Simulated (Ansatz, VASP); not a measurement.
# TePbS (1T-PbSTe monolayer): VASP beside Ansatz

Aim: how closely do two programs agree when they are given the same cell, functional and k mesh? The structure shown is the start of the Ansatz relaxation below; VASP solves that cell, so the two are compared at the walk's first step.

Main program and level: Ansatz 0.2.0; plane waves, with VASP 6.6.1 beside it; single point at PBE with D3(BJ).

## 1. The structure

The cell holds 3 atoms: 1 Te, 1 Pb and 1 S. Cell: a = 3.646 Å, b = 3.646 Å, c = 36.633 Å, α = 90.0°, β = 90.0°, γ = 120.0°. Vacuum lies along c.

As a file:

```cif
data_structure
_symmetry_space_group_name_H-M 'P 1'
_symmetry_Int_Tables_number 1
_cell_length_a 3.6457
_cell_length_b 3.6457
_cell_length_c 36.6327
_cell_angle_alpha 90.000
_cell_angle_beta 90.000
_cell_angle_gamma 120.000
_cell_volume 421.66
loop_
_atom_site_label
_atom_site_type_symbol
_atom_site_fract_x
_atom_site_fract_y
_atom_site_fract_z
_atom_site_occupancy
Te1 Te 0.66667 0.33333 0.46134 1
Pb2 Pb 0.00000 0.00000 0.50811 1
S3 S 0.33333 0.66667 0.53866 1
```

## 2. Ansatz: relaxation, PBE with D3(BJ)

Ansatz runs on its PAW soft_1 files.

The two programs are compared at the cell with which this relaxation starts, whose forces are those of its first step.

input.yaml

```yaml
crystal:
  lattice:
    - [3.645692, 0.0, 0.0]
    - [-1.822846, 3.1572618864, 0.0]
    - [0.0, 0.0, 36.6327315422]
  atoms:
    - { symbol: Te, position: [0.6666666667, 0.3333333333, 0.461336059] }
    - { symbol: Pb, position: [0.0, 0.0, 0.5081060458] }
    - { symbol: S, position: [0.3333333333, 0.6666666667, 0.538663941] }
  periodic: [true, true, false]
kpoints:
  mp_grid: { grid: [12, 12, 1] }
hamiltonian:
  xc: pbe
  dispersion: d3bj
  pseudopotentials: { kind: paw, azcp: { folder: soft_1 } }
scf:
  occupations: { method: fermi_dirac, width: 0.05 }
  convergence: { dr2_threshold: 1.0e-09 }
relax:
  f_tol: 0.004
  max_steps: 90
  cell: {}
output:
  write_potential: true
  write_density: true
  volumetric_format: npy
```

Started as:

```console
$ ansatz run input.yaml --threads 2 --pin off --max-ram 3072MiB --backend cpu --events-out ev --progress --plain --runs-dir out
```

Numbers of over 12 decimals in the logs are rounded to 6 here.

Output:

```text
Warning: relax.cell: scf.convergence.dr2_threshold = 1e-9 eV is looser than the 1.82172591607e-10 eV advised for a relaxation that steers and ends on the stress (1e-10 eV for each atom of the cell: 3, times the square of relax.cell.stress_2d_tol = 0.05 N/m over 12.8 Å (the atoms' height at the walk's start and 5 Å past either face), 3.896e-2 GPa, over a crystal's default 0.05). What an SCF threshold leaves in a stress goes as its square root, and in the free energy as the threshold itself, and one threshold admits the most on a small cell: [figures from the program's tests cut] Set scf.convergence.dr2_threshold to 1.82172591607e-10 eV or tighter. [rest of the remark cut]
Engine: ansatz 0.2.0, aarch64-unknown-linux-gnu
Pseudopotentials: kind: paw
Pseudopotential: Te, paw, valence charge 16, recommended cutoff 420 eV (normal), soft_1/Te.paw.azcp
Pseudopotential: Pb, paw, valence charge 14, recommended cutoff 420 eV (normal), soft_1/Pb.paw.azcp
Pseudopotential: S, paw, valence charge 6, recommended cutoff 420 eV (normal), soft_1/S.paw.azcp
Functional definition: PBE
  parameter kappa = 0.804
  parameter beta = 0.066725
  exchange = pbe_x(kappa = kappa, mu = beta*pi^2/3)
  correlation = pbe_c(beta = beta)
Crystal: 3 atoms, lattice volume = 421.658 Å³
Basis set: ecut = 420 eV, 8103 PW (Γ), exchange–correlation on 50×50×500 points (8 copies of the dense FFT grid, shifted against one another)
Bands: 22, of which v1, the nominal top of the filled ones, is band 18 counted from 1 (17 counted from 0)
Symmetry: 6 space group operations
Space group: P3m1 (ITA 156), of the structure as read, at distance tolerance 7.5e-5 Å
k-points: 19 of 144 (time reversal used)
Non-local potential: Te, projectors of the file, l = 0: 2, l = 1: 2, l = 2: 2, l = 3: 1
Non-local potential: Pb, projectors of the file, l = 0: 2, l = 1: 2, l = 2: 2, l = 3: 1
Non-local potential: S, projectors of the file, l = 0: 2, l = 1: 2, l = 2: 1
PAW form: soft (Blöchl's): semilocal exchange-correlation on the pseudo side does not see the compensation charge
PAW one-centre angular grid: Te, 590 points (default); XC on 64 Gauss nodes
PAW one-centre angular grid: Pb, 590 points (default); XC on 64 Gauss nodes
PAW one-centre angular grid: S, 110 points (default); XC on 64 Gauss nodes
Initial density: superposition of atomic densities (neutral atoms: chi_scale 0, normalization atom)
Initial wavefunctions: pseudopotential atomic-orbital guess
Functional: x = pbe(κ = 0.804, μ = 0.219515), c = pbe(β = 0.066725)
SCF iter   1: F=—  HF=-19789.049158 eV  |F-HF|=—  |Δ(HF+E_count)|=         —  Δρ=1.58e-2  dr2=1.38e0  ethr=3.10e-3  ⟨swp⟩=24.8  Hψ=5097  notcnv=0
preconditioner: auto → LDOS  [metal: Δε(μ)=0.094 eV  Ē_g=14.288 eV  σ=0.050 eV  W_gap=0.43  n_scr=20 (ndim 8)  ℏωp=9.2 eV  f_vac=0.803  D(μ)=1.47/eV (n_scr^D=8)  β→1.0]
SCF iter   2: F=—  HF=-19788.723523 eV  |F-HF|=—  |Δ(HF+E_count)|=   3.26e-1  Δρ=6.96e-3  dr2=3.17e-1  ethr=3.10e-3  ⟨swp⟩=4.7  Hψ=1171  notcnv=0
SCF iter   3: F=—  HF=-19788.674273 eV  |F-HF|=—  |Δ(HF+E_count)|=   4.92e-2  Δρ=2.55e-3  dr2=5.25e-2  ethr=8.79e-4  ⟨swp⟩=4.8  Hψ=1173  notcnv=0
SCF iter   4: F=—  HF=-19788.658961 eV  |F-HF|=—  |Δ(HF+E_count)|=   1.53e-2  Δρ=5.13e-4  dr2=1.53e-3  ethr=1.46e-4  ⟨swp⟩=3.9  Hψ=1108  notcnv=0
SCF iter   5: F=—  HF=-19788.658849 eV  |F-HF|=—  |Δ(HF+E_count)|=   1.12e-4  Δρ=1.61e-4  dr2=3.82e-4  ethr=4.26e-6  ⟨swp⟩=3.6  Hψ=993  notcnv=0
SCF iter   6: F=—  HF=-19788.658843 eV  |F-HF|=—  |Δ(HF+E_count)|=   6.28e-6  Δρ=5.68e-5  dr2=2.34e-5  ethr=1.06e-6  ⟨swp⟩=3.7  Hψ=920  notcnv=0
SCF iter   7: F=—  HF=-19788.658824 eV  |F-HF|=—  |Δ(HF+E_count)|=   1.87e-5  Δρ=1.16e-5  dr2=1.75e-6  ethr=6.49e-8  ⟨swp⟩=3.3  Hψ=988  notcnv=0
SCF iter   8: F=—  HF=-19788.658811 eV  |F-HF|=—  |Δ(HF+E_count)|=   1.29e-5  Δρ=4.98e-6  dr2=7.68e-8  ethr=4.87e-9  ⟨swp⟩=3.5  Hψ=898  notcnv=0
SCF iter   9: F=—  HF=-19788.658811 eV  |F-HF|=—  |Δ(HF+E_count)|=   7.20e-8  Δρ=1.29e-6  dr2=7.26e-9  ethr=2.13e-10  ⟨swp⟩=3.6  Hψ=1021  notcnv=0
SCF iter  10: F=-19788.658811 eV  HF=-19788.658811 eV  |F-HF|=2.17e-9  |Δ(HF+E_count)|=   1.77e-8  Δρ=3.82e-7  dr2=5.42e-10  ethr=2.78e-12  ⟨swp⟩=14.9  Hψ=3960  notcnv=0
SCF 1 converged in 10 iterations: F = -19788.658811 eV  dr2 = 5.42e-10
  greatest PAW one-centre occupation: 0.998 electrons in one spin orbital (limit 2), on the Te atom at site 0 (counted from 0), in its partial waves of l = 2
[...]
iter 1 solved again at ethr=3.06e-5 eV; its pass at ethr=3.10e-3 eV (dr2=1.10e-2 eV) is discarded
SCF iter   1: F=—  HF=-19791.499098 eV  |F-HF|=—  |Δ(HF+E_count)|=         —  Δρ=6.15e-4  dr2=1.09e-2  ethr=3.06e-5  ⟨swp⟩=2.6  Hψ=3537  notcnv=0
preconditioner: auto → LDOS  [metal: Δε(μ)=0.116 eV  Ē_g=12.583 eV  σ=0.050 eV  W_gap=0.49  n_scr=20 (ndim 8)  ℏωp=8.9 eV  f_vac=0.777  D(μ)=2.58/eV (n_scr^D=10)  β→1.0]
SCF iter   2: F=—  HF=-19791.498476 eV  |F-HF|=—  |Δ(HF+E_count)|=   6.22e-4  Δρ=1.90e-4  dr2=1.32e-3  ethr=3.02e-5  ⟨swp⟩=2.2  Hψ=544  notcnv=0
SCF iter   3: F=—  HF=-19791.498375 eV  |F-HF|=—  |Δ(HF+E_count)|=   1.00e-4  Δρ=1.18e-4  dr2=1.29e-4  ethr=3.66e-6  ⟨swp⟩=2.6  Hψ=816  notcnv=0
SCF iter   4: F=—  HF=-19791.498360 eV  |F-HF|=—  |Δ(HF+E_count)|=   1.48e-5  Δρ=2.95e-5  dr2=5.70e-6  ethr=3.59e-7  ⟨swp⟩=2.9  Hψ=842  notcnv=0
SCF iter   5: F=—  HF=-19791.498334 eV  |F-HF|=—  |Δ(HF+E_count)|=   2.64e-5  Δρ=6.09e-6  dr2=2.60e-7  ethr=1.58e-8  ⟨swp⟩=3.7  Hψ=1122  notcnv=0
SCF iter   6: F=—  HF=-19791.498315 eV  |F-HF|=—  |Δ(HF+E_count)|=   1.87e-5  Δρ=2.09e-6  dr2=4.10e-8  ethr=7.23e-10  ⟨swp⟩=3.1  Hψ=832  notcnv=0
SCF iter   7: F=—  HF=-19791.498315 eV  |F-HF|=—  |Δ(HF+E_count)|=   4.17e-8  Δρ=7.45e-7  dr2=2.76e-9  ethr=1.14e-10  ⟨swp⟩=3.2  Hψ=911  notcnv=0
SCF iter   8: F=-19791.498315 eV  HF=-19791.498315 eV  |F-HF|=2.27e-9  |Δ(HF+E_count)|=   1.13e-8  Δρ=1.82e-7  dr2=1.62e-10  ethr=2.78e-12  ⟨swp⟩=13.0  Hψ=3498  notcnv=0
SCF 7 converged in 8 iterations: F = -19791.498315 eV  dr2 = 1.62e-10
relax step   7: F+E_penalty+E_count = -19791.49831524 eV  Δ(F+E_penalty+E_count) = -3.708e-3 eV  max|allowed force component| = 2.517e-2 eV/Å  Δτ_max = 0.0254 Å  P = +0.027 N/m  Ω = 450.679 Å³  energy of the carried Pulay correction = -1.130e-3 eV  fix = [c, alpha, beta]  reactions: c +0.000 N/m  (8 SCF iters, accepted)
[...]
relax step   8: F+E_penalty+E_count = -19791.49835717 eV  Δ(F+E_penalty+E_count) = -4.193e-5 eV  max|allowed force component| = 2.317e-3 eV/Å  Δτ_max = 0.0023 Å  P = +0.005 N/m  Ω = 451.050 Å³  energy of the carried Pulay correction = -1.144e-3 eV  fix = [c, alpha, beta]  reactions: c +0.000 N/m  (6 SCF iters, accepted)
[...]
relax step   9: F+E_penalty+E_count = -19791.49917875 eV  Δ(F+E_penalty+E_count) = -8.216e-4 eV  max|allowed force component| = 2.446e-3 eV/Å  Δτ_max = 0.0000 Å  P = -0.003 N/m  Ω = 451.050 Å³  fix = [c, alpha, beta]  reactions: c -0.000 N/m  stress off target by 2.98e-3 N/m on what of the cell is left free  SCF on the basis re-selected at this cell (its energy is not comparable with the rows above)  (6 SCF iters)
basis re-selected at this cell: Δ(F+E_penalty+E_count) = -8.216e-4 eV, ΔP = -0.008 N/m vs the last step (what re-selecting the basis moved, of the pressure what is left beyond the Pulay correction that the steps carried, after the strain that the cell walked since its last selection, with what the two solves' SCF thresholds leave and, on support functions, any second-order correction that the steps lacked; it is no measure of the basis error at this ecutwfc). The dense FFT grid was sized anew with the basis: this SCF ran on 27×27×250 points, the steps before it on 25×25×250, so part of this shift can come from that change (see relax.cell in the input reference). [rest of the remark cut]
SCF converged after 6 iterations
Free energy (F): -19791.499179 eV
Harris-Foulkes:  -19791.499179 eV  (|F-HF|=1.25e-9)
Internal energy: -19791.476855 eV  (E = F + TS)
E sigma→0 (E₀):  -19791.488017 eV
Entropy (-TS):   -0.022323 eV (-7.441 meV/atom)
Fermi energy:    -5.586198 eV
--- Per-component energies (eV) ---
  E_band       = -811.036804
  E_kinetic    = 568.561396
  E_local      = -71931.305529  (includes V_loc(G=0)·N_el)
  E_nonlocal   = 405.845973
  E_hartree    = 35569.917499
  E_xc         = -415.048960
  E_vxc        = -319.725054  (∫ρ·V_xc dr)
  E_paw        = -15672.600598  (= ΣΔE_a)
  E_vpaw       = -674.248645  (= ΣTr[D̂ρ^β])
  E_aug_tail   = 0.000081  (compensation charges beyond the density's cutoff)
  E_ewald      = 31683.948883
  E_disp       = -0.795601  (pairwise vdW)
  E_smearing   = -0.022323  (= −TS)
  E_closure    = -0.000000  (closes the sum)
  Σ components = -19791.499179   (vs F -19791.499179, Δ=0.00e0)
--- Forces (eV/Å), atoms counted from 1 ---
  atom   1  Te     0.00000000     0.00000000    -0.00233108
  atom   2  Pb     0.00000000     0.00000000     0.00244645
  atom   3  S     -0.00000000    -0.00000000    -0.00011435
  max |Σ_I F_I| component: 1.02e-6 eV/Å
--- 2D stress c σ (N/m, compression-positive) ---
       -0.002982      -0.000000       0.000000
       -0.000000      -0.002982       0.000000
        0.000000       0.000000      -0.000000
  P = ½ c Tr σ = -0.0030 N/m
--- Band table (eV; the first three rows and the last of 19) ---
  k-point 0: bands = [... 14 lower, -6.4424, -6.4424, -5.4694, -4.2458, -4.2458, -2.1508, -0.6387, -0.5331]
  k-point 1: bands = [... 14 lower, -6.8920, -6.5242, -5.3489, -4.7044, -4.3623, -1.8709, -1.0564, -0.4898]
  k-point 2: bands = [... 14 lower, -7.4891, -6.7377, -6.0773, -4.9562, -4.6445, -2.0111, -1.1415, -0.3930]
  k-point 18: bands = [... 14 lower, -8.7445, -8.6699, -7.5089, -6.5844, -6.1525, -2.4085, -2.1724, -0.5862]
  the weakly bound empty levels are not read free of the cell's end (no_gap_told)
--- Relaxed structure (8 steps of the walk, 8 accepted, 1 SCFs on fresh bases) ---
  F+E_penalty+E_count = -19791.49917875 eV   max|allowed force component| = 2.446e-3 eV/Å   (the final SCF, on the basis selected at the relaxed cell)
  cell:  # Å, volume = 451.0497 Å³
    - [3.770615, 0, 0]
    - [-1.885308, 3.265449, 0]
    - [0, 0, 36.6327315422]
  atoms:
    - { symbol: Te, position: [0.666667, 0.333333, 0.443067] }
    - { symbol: Pb, position: [7.056409211505514e-19, 1.4112818423011024e-18, 0.511393] }
    - { symbol: S, position: [0.333333, 0.666667, 0.553646] }
```

In the SCF lines HF is the Harris–Foulkes energy and dr2 the Hartree energy of the density residual, in eV; the loop may stop once dr2 is under the threshold and the program's other checks hold. Hψ counts applications of the Hamiltonian.

[end of part 1 of 2]

[Lines on the potential files, build, host, timing and source positions are cut from VASP's logs without a mark.]

[Logs are printed without paths, hosts, clocks, repeated set-up lines and the standing remarks that a program may print on its own settings, such as how far it seeks lower states.]

[Hosts, paths, dates, database ids (printed as entryN), source tags and the programs' standing remarks are cut or masked in the printed files.]
